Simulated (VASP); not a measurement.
# Lattice vibrations of Ge2Sb2Te5

Wanted: whether Ge2Sb2Te5 is dynamically stable, and its vibrational spectrum. The start is a computed cell from the Materials Project.

Calculated with VASP 6.6.1; PBEsol; plane waves and PAW (Te, Sb, Ge_d).

## (1) The starting structure

The structure is trigonal, space group P-3m1 (No. 164). The conventional cell has a = 4.294 Å, b = 4.294 Å, c = 17.101 Å, α = 90.00°, β = 90.00°, γ = 120.00°. Nearest to Te lie 3 Sb at 3.01 Å. Nearest to Te lie 3 Ge at 3.00 Å and 3 Sb at 3.20 Å. Nearest to Te lie 6 Ge at 3.04 Å. Nearest to Sb lie 6 Te at 3.01 to 3.20 Å. Nearest to Ge lie 6 Te at 3.00 to 3.04 Å. Farther neighbours and most contacts between anions are not listed.

## (2) Relax the host

First cell and atoms are relaxed at a raised cutoff, so that later runs start from this functional's own cell.

The input, INCAR:

```
SYSTEM = Ge2Sb2Te5
PREC = Normal
ENCUT = 410
EDIFF = 1E-05
NELM = 120
ISMEAR = 0
SIGMA = 0.05
LREAL = Auto
ALGO = Fast
GGA = PS
NBANDS = 43
LORBIT = 11
LWAVE = .FALSE.
LCHARG = .FALSE.
KPAR = 2
NCORE = 2
IBRION = 2
NSW = 40
ISIF = 3
EDIFFG = -0.03
POTIM = 0.4
```

The input, POSCAR:

```
Ge2Sb2Te5
1.0
    4.2940644248      0.0000000000      0.0000000000
   -2.1470322124      3.7187688774      0.0000000000
    0.0000000000      0.0000000000     17.1013460000
Te Sb Ge
5 2 2
Direct
    0.6666666667      0.3333333333      0.4198920000
    0.3333333333      0.6666666667      0.5801080000
    0.3333333333      0.6666666667      0.2015420000
    0.6666666667      0.3333333333      0.7984580000
    0.0000000000      0.0000000000      0.0000000000
    0.0000000000      0.0000000000      0.3200680000
    0.0000000000      0.0000000000      0.6799320000
    0.6666666667      0.3333333333      0.1028950000
    0.3333333333      0.6666666667      0.8971050000
```

The input, KPOINTS:

```
Automatic mesh
0
Gamma
4 4 1
0 0 0
```

PAW data sets: Te, Sb and Ge_d (PBE family, release 64).

Command:

```
> mpirun -np 4 vasp_std
```

Log:

```text
[banner, memory and clock lines left out]
running    4 mpi-ranks, on    1 nodes
 distrk:  each k-point on    2 cores,    2 groups
 distr:  one band on    2 cores,    1 groups

 POSCAR found type information on POSCAR TeSbGe
 POSCAR found :  3 types and       9 ions
|                                                                             |
|               ----> ADVICE to this user running VASP <----                  |
|                                                                             |
|     You enforced a specific xc type in the INCAR file but a different       |
|     [... a line on the potential file left out ...]
|     I HOPE YOU KNOW WHAT YOU ARE DOING!                                     |
|                                                                             |

 LDA part: xc-table for (Slater+PW92), standard interpolation
 POSCAR, INCAR and KPOINTS ok, starting setup
 FFT: planning ... GRIDC
 FFT: planning ... GRID_SOFT
 FFT: planning ... GRID
 WAVECAR not read
 entering main loop
       N       E                     dE             d eps       ncg     rms          rms(c)
DAV:   1     0.538484475727E+03    0.53848E+03   -0.24014E+04   420   0.182E+03
DAV:   2     0.538467579520E+02   -0.48464E+03   -0.46720E+03   360   0.514E+02
DAV:   3    -0.316468682875E+02   -0.85494E+02   -0.82362E+02   400   0.143E+02
DAV:   4    -0.376490178097E+02   -0.60021E+01   -0.59260E+01   413   0.457E+01
DAV:   5    -0.378666797516E+02   -0.21766E+00   -0.21696E+00   504   0.862E+00    0.110E+01
RMM:   6    -0.376579546398E+02    0.20873E+00   -0.41589E-01   412   0.240E+00    0.683E+00
RMM:   7    -0.378367977608E+02   -0.17884E+00   -0.38119E-01   413   0.211E+00    0.294E+00
RMM:   8    -0.376307615247E+02    0.20604E+00   -0.13649E-01   424   0.122E+00    0.441E-01
RMM:   9    -0.376246263788E+02    0.61351E-02   -0.19680E-02   427   0.661E-01    0.220E-01
RMM:  10    -0.376249320246E+02   -0.30565E-03   -0.55402E-03   482   0.315E-01    0.105E-01
RMM:  11    -0.376249991929E+02   -0.67168E-04   -0.10113E-03   471   0.149E-01    0.780E-02
RMM:  12    -0.376250188640E+02   -0.19671E-04   -0.24269E-04   471   0.596E-02    0.523E-02
RMM:  13    -0.376250075755E+02    0.11288E-04   -0.69619E-05   372   0.440E-02    0.212E-02
RMM:  14    -0.376250065897E+02    0.98581E-06   -0.12993E-05   225   0.175E-02
   1 F= -.37625007E+02 E0= -.37625004E+02  d E =-.376250E+02
 curvature:   0.00 expect dE= 0.000E+00 dE for cont linesearch  0.000E+00
 trial: gam= 0.00000 g(F)=  0.463E-02 g(S)=  0.238E+00 ort = 0.000E+00 (trialstep = 0.100E+01)
 search vector abs. value=  0.242E+00
 bond charge predicted
       N       E                     dE             d eps       ncg     rms          rms(c)
DAV:   1    -0.389226286367E+02   -0.12976E+01   -0.19433E+01   440   0.358E+01    0.735E+00
RMM:   2    -0.380345048503E+02    0.88812E+00   -0.13783E+00   413   0.850E+00    0.329E+00
RMM:   3    -0.377609505356E+02    0.27355E+00   -0.49823E-01   361   0.452E+00    0.990E-01
RMM:   4    -0.377333113038E+02    0.27639E-01   -0.81747E-02   422   0.131E+00    0.693E-01
RMM:   5    -0.377312265748E+02    0.20847E-02   -0.13768E-02   453   0.775E-01    0.600E-01
RMM:   6    -0.377298059565E+02    0.14206E-02   -0.10859E-02   413   0.816E-01    0.215E-01
RMM:   7    -0.377288388441E+02    0.96711E-03   -0.47223E-03   367   0.470E-01    0.624E-02
RMM:   8    -0.377289220939E+02   -0.83250E-04   -0.91574E-04   468   0.146E-01    0.480E-02
RMM:   9    -0.377289327885E+02   -0.10695E-04   -0.14415E-04   399   0.792E-02    0.114E-02
RMM:  10    -0.377289316418E+02    0.11467E-05   -0.35342E-05   251   0.342E-02
   2 F= -.37728932E+02 E0= -.37728413E+02  d E =-.103925E+00
[... from here on, the cycles between the ionic steps are left out ...]
   3 F= -.37731498E+02 E0= -.37731194E+02  d E =-.106492E+00
   4 F= -.37737133E+02 E0= -.37736646E+02  d E =-.563468E-02
   5 F= -.37744130E+02 E0= -.37743020E+02  d E =-.126320E-01
   6 F= -.37745992E+02 E0= -.37744794E+02  d E =-.186149E-02
   7 F= -.37746752E+02 E0= -.37745491E+02  d E =-.262199E-02
   8 F= -.37746627E+02 E0= -.37745236E+02  d E =-.249621E-02
   9 F= -.37746955E+02 E0= -.37745645E+02  d E =-.282454E-02
  10 F= -.37746928E+02 E0= -.37745596E+02  d E =-.279732E-02
  11 F= -.37746965E+02 E0= -.37745647E+02  d E =-.283515E-02
  12 F= -.37747253E+02 E0= -.37745851E+02  d E =-.287674E-03
 trial-energy change:   -0.000288  1 .order   -0.000364   -0.001322    0.000594
 step:   1.1882(harm=  1.2918)  dis= 0.00444  next Energy=   -37.747365 (dE=-0.400E-03)
 bond charge predicted
       N       E                     dE             d eps       ncg     rms          rms(c)
DAV:   1    -0.377472312087E+02    0.24829E-04   -0.61721E-02   421   0.111E+00    0.374E-02
RMM:   2    -0.377472990738E+02   -0.67865E-04   -0.76644E-04   417   0.163E-01    0.198E-02
RMM:   3    -0.377473205954E+02   -0.21522E-04   -0.22630E-04   386   0.852E-02    0.982E-03
RMM:   4    -0.377473224038E+02   -0.18084E-05   -0.30311E-05   241   0.306E-02
  13 F= -.37747322E+02 E0= -.37745957E+02  d E =-.356970E-03
 curvature:  -1.24 expect dE=-0.175E-03 dE for cont linesearch -0.259E-05
 trial: gam= 0.16649 g(F)=  0.110E-03 g(S)=  0.302E-04 ort = 0.540E-04 (trialstep = 0.174E+01)
 search vector abs. value=  0.197E-03
 reached required accuracy - stopping structural energy minimisation
```

Elapsed: 39 s, on 4 MPI ranks of Intel Xeon Platinum 8488C (Sapphire Rapids), shared host; peak memory 0.67 GiB; 2.5 min of CPU time.

The logs omit lines about the potential files and the build; timing stands in the text.

OUTCAR, selected parts (step 2):

```text
ion  position               nearest neighbor table
   1  0.667  0.333  0.420-   6 3.01   6 3.01   6 3.01
   2  0.333  0.667  0.580-   7 3.01   7 3.01   7 3.01
   3  0.333  0.667  0.202-   8 3.00   8 3.00   8 3.00   6 3.20   6 3.20   6 3.20
   4  0.667  0.333  0.798-   9 3.00   9 3.00   9 3.00   7 3.20   7 3.20   7 3.20
   5  0.000  0.000  0.000-   8 3.04   9 3.04   8 3.04   9 3.04   8 3.04   9 3.04
   6  0.000  0.000  0.320-   1 3.01   1 3.01   1 3.01   3 3.20   3 3.20   3 3.20
   7  0.000  0.000  0.680-   2 3.01   2 3.01   2 3.01   4 3.20   4 3.20   4 3.20
   8  0.667  0.333  0.103-   3 3.00   3 3.00   3 3.00   5 3.04   5 3.04   5 3.04
   9  0.333  0.667  0.897-   4 3.00   4 3.00   4 3.00   5 3.04   5 3.04   5 3.04

  LATTYP: Found a hexagonal cell.
 ALAT       =     4.2940644248
 C/A-ratio  =     3.9825545936

 Subroutine GETGRP returns: Found 12 space group operations
 (whereof 12 operations were pure point group operations)

The static configuration has the point symmetry D_3d.

 Found      4 irreducible k-points:

   k-points           NKPTS =      4   k-points in BZ     NKDIM =      4   number of bands    NBANDS=     43

   dimension x,y,z NGX =    24 NGY =   24 NGZ =   90
   dimension x,y,z NGXF=    48 NGYF=   48 NGZF=  180

   ENCUT  =  410.0 eV  30.13 Ry    5.49 a.u.   7.09  7.09 28.23*2*pi/ulx,y,z

   NELECT =      68.0000    total number of electrons

 k-points in reciprocal lattice and weights: Automatic mesh
   0.00000000  0.00000000  0.00000000       0.062
   0.25000000 -0.00000000  0.00000000       0.375
   0.50000000 -0.00000000  0.00000000       0.188
   0.25000000  0.25000000  0.00000000       0.375

 average (electrostatic) potential at core
       1 -87.9069       2 -87.9069       3 -87.7422       4 -87.7422       5 -87.6490
       6 -86.5154       7 -86.5154       8 -72.5669       9 -72.5669

 E-fermi :   6.8341

 k-point     1 :       0.0000    0.0000    0.0000
  band No.  band energies     occupation
    ...
     30       5.3295      2.00000
     31       5.3295      2.00000
     32       5.6372      2.00000
     33       5.9220      2.00000
     34       6.8036      1.61221
     35       6.8800      0.19383
     36       6.8800      0.19381
     37       6.9687      0.00014
     38       7.6486      0.00000
     39       7.6486      0.00000
    ...

 k-point     2 :       0.2500   -0.0000    0.0000
  band No.  band energies     occupation
    ...
     30       4.8133      2.00000
     31       5.1711      2.00000
     32       5.4511      2.00000
     33       6.0677      2.00000
     34       6.2301      2.00000
     35       7.3819      0.00000
     36       7.6001      0.00000
     37       7.7776      0.00000
     38       8.3759      0.00000
     39       8.3811      0.00000
    ...

 k-point     3 :       0.5000   -0.0000    0.0000
  band No.  band energies     occupation
    ...
     30       4.5576      2.00000
     31       5.0050      2.00000
     32       5.0579      2.00000
     33       5.4017      2.00000
     34       5.9999      2.00000
     35       7.1795      0.00000
     36       7.7287      0.00000
     37       7.7653      0.00000
     38       7.9940      0.00000
     39       8.0709      0.00000
    ...

  Total       -0.0078412     -0.0078412      0.0831829      0.0000000     -0.0000000      0.0000000
  in kB       -0.0485865     -0.0485865      0.5154290      0.0000000     -0.0000000      0.0000000
  external PRESSURE =       0.1394187 kB  Pullay stress =       0.0000000 kB

  energy-cutoff  :      410.00
  volume of cell :      258.57
      direct lattice vectors                 reciprocal lattice vectors
     4.237949327 -0.000000000 -0.000000000     0.235963180  0.136233406  0.000000000
    -2.118974663  3.670171777  0.000000000     0.000000000  0.272466811  0.000000000
     0.000000000 -0.000000000 16.623928747     0.000000000 -0.000000000  0.060154252

 POSITION                                       TOTAL-FORCE (eV/Angst)
 -----------------------------------------------------------------------------------
      2.11897      1.22339      6.99569         0.000000      0.000000     -0.009954
     -0.00000      2.44678      9.62824         0.000000     -0.000000      0.009954
     -0.00000      2.44678      3.31086         0.000000     -0.000000      0.010024
      2.11897      1.22339     13.31306        -0.000000      0.000000     -0.010024
      0.00000      0.00000      0.00000         0.000000     -0.000000      0.000000
     -0.00000     -0.00000      5.29768         0.000000     -0.000000      0.021701
     -0.00000     -0.00000     11.32625         0.000000      0.000000     -0.021701
      2.11897      1.22339      1.69026        -0.000000      0.000000     -0.027522
     -0.00000      2.44678     14.93367         0.000000     -0.000000      0.027522
 -----------------------------------------------------------------------------------
    total drift:                               -0.000000      0.000000      0.000000

  FREE ENERGIE OF THE ION-ELECTRON SYSTEM (eV)
  ---------------------------------------------------
  free  energy   TOTEN  =       -37.7473224038 eV

  energy  without entropy=      -37.7445909209  energy(sigma->0) =      -37.74595666

 reached required accuracy - stopping structural energy minimisation

 total charge
# of ion       s       p       d       tot
------------------------------------------
    1        1.416   1.882   0.034   3.332
    2        1.416   1.882   0.034   3.332
    3        1.391   1.931   0.039   3.361
    4        1.391   1.931   0.039   3.361
    5        1.385   1.933   0.038   3.356
    6        1.288   0.987   0.052   2.326
    7        1.288   0.987   0.052   2.326
    8        1.322   0.786  10.019  12.127
    9        1.322   0.786  10.019  12.127
--------------------------------------------------
tot         12.217  13.106  20.325  45.648

[... 1 further part left out ...]
```

CONTCAR:

```
Ge2Sb2Te5
   1.00000000000000
     4.2379493267318598   -0.0000000000000000   -0.0000000000000000
    -2.1189746633659299    3.6701717769357090    0.0000000000000000
     0.0000000000000000   -0.0000000000000000   16.6239287468276160
  Te              Sb              Ge
     5     2     2
Direct
     0.6666666667000030    0.3333333332999970    0.4208204857485142
     0.3333333332999970    0.6666666667000030    0.5791795142514857
     0.3333333332999970    0.6666666667000030    0.1991625942102374
     0.6666666667000030    0.3333333332999970    0.8008374057897625
     0.0000000000000000    0.0000000000000000    0.0000000000000000
     0.0000000000000000    0.0000000000000000    0.3186779545452226
     0.0000000000000000    0.0000000000000000    0.6813220454547774
     0.6666666667000030    0.3333333332999970    0.1016762969756925
     0.3333333332999970    0.6666666667000030    0.8983237030243073
```

The gap is read on the k-mesh alone, so it is an upper bound where the band edges lie off the mesh. The gap is under twice the smearing width, so the edge states are partly filled and the run can't tell a small gap from a semimetal. The PAW data sets were made with PBE, which is usual practice but a small mismatch for other functionals. The run keeps the 12 symmetry operations of its start, so it cannot find a distortion of lower symmetry.

The steps of the relaxation:

```
step  energy less that of the first step (eV)  largest force (eV/Å)  pressure (GPa)  volume (Å³)
   1                                   0.0000                0.2289           -2.51       273.09
   2                                  -0.1039                0.2127            0.44       258.35
   3                                  -0.1065                0.1921           -0.01       260.31
   4                                  -0.1121                0.1225           -0.03       259.91
   5                                  -0.1191                0.0881            0.00       258.86
   6                                  -0.1210                0.0540            0.00       258.74
   7                                  -0.1217                0.0424            0.05       258.66
   8                                  -0.1216                0.0875            0.02       258.50
   9                                  -0.1219                0.0484            0.06       258.60
  10                                  -0.1219                0.0780            0.03       258.56
  11                                  -0.1220                0.0727            0.01       258.59
  12                                  -0.1222                0.0570            0.03       258.56
  13                                  -0.1223                0.0275            0.01       258.57
```

```csv
"conventional cell, symmetrised",before,after,change
a (Å),4.294,4.238,-1.3 %
b (Å),4.294,4.238,-1.3 %
c (Å),17.101,16.624,-2.8 %
volume (Å³/atom),30.34,28.73,-5.3 %
```

The atoms that moved most (Å, as changes of fractional coordinates times the final cell):

```
atom     dx     dy      dz  length
 Te3  0.000  0.000  -0.040   0.040
 Te4  0.000  0.000   0.040   0.040
 Sb7  0.000  0.000   0.023   0.023
 Sb6  0.000  0.000  -0.023   0.023
 Ge8  0.000  0.000  -0.020   0.020
 Ge9  0.000  0.000   0.020   0.020
 Te1  0.000  0.000   0.015   0.015
 Te2  0.000  0.000  -0.015   0.015
```

Final coordinates:

```xyz
9
Lattice="4.2379 0.0000 0.0000 -2.1190 3.6702 0.0000 0.0000 0.0000 16.6239" Properties=species:S:1:pos:R:3 pbc="T T T"
Te    2.1190    1.2234    6.9957
Te    0.0000    2.4468    9.6282
Te    0.0000    2.4468    3.3109
Te    2.1190    1.2234   13.3131
Te    0.0000    0.0000    0.0000
Sb    0.0000    0.0000    5.2977
Sb    0.0000    0.0000   11.3262
Ge    2.1190    1.2234    1.6903
Ge    0.0000    2.4468   14.9337
```

A gap read on the k-mesh alone can miss the band edges.

Numbers from this step:

| Quantity | Value |
| --- | --- |
| electronic cycles | 81 |
| electrons | 68 |
| free energy (TOTEN) | -37.75 eV |
| energy at zero smearing | -37.75 eV |
| Fermi energy | 6.834 eV |
| pressure | 0.01394 GPa |
| labelled metallic, from the levels on this mesh | no |
| gap on the k-mesh | 0.07640 eV |
| least direct gap on the k-mesh | 0.07640 eV |

The run ended after 13 ionic steps, 0.122 eV below its first step, once forces and stress met EDIFFG = -0.03.

(Part 1 of 5 ends here.)

[Lines on the potential files, build, host, timing and source positions are cut from VASP's logs without a mark.]

[Logs are printed without paths, hosts, clocks, repeated set-up lines and the standing remarks that a program may print on its own settings, such as how far it seeks lower states.]

[Hosts, paths, dates, database ids (printed as entryN), source tags and the programs' standing remarks are cut or masked in the printed files.]

[Runs that stopped without an error message from VASP are left out.]
